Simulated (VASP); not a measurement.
Data:

```xyz
2
Lattice="4.0669 0.0000 0.0000 0.0000 4.0669 0.0000 0.0000 0.0000 4.0669" Properties=species:S:1:pos:R:3 pbc="T T T"
Cs     0.0000     0.0000     0.0000
Cl     2.0335     2.0335     2.0335
```

Calculation: revTPSS meta-GGA, VASP's PBE PAW potentials (set 64) (plane waves; VASP). Settings: 520 eV cut-off, 7×7×7 Γ-centred mesh, Gaussian smearing of 0.050 eV, potentials Cs_sv Cl.

Task: Give the stress tensor in GPa (positive for a compressed cell).

Result: 
```
1.11  0.00  0.00
0.00  1.11  0.00
0.00  0.00  1.11
```
The pressure is its mean diagonal, 1.11 GPa.

The compound is CsCl in the CsCl type structure. This cell is one point of a volume scan, at 0.94 of the reference volume.
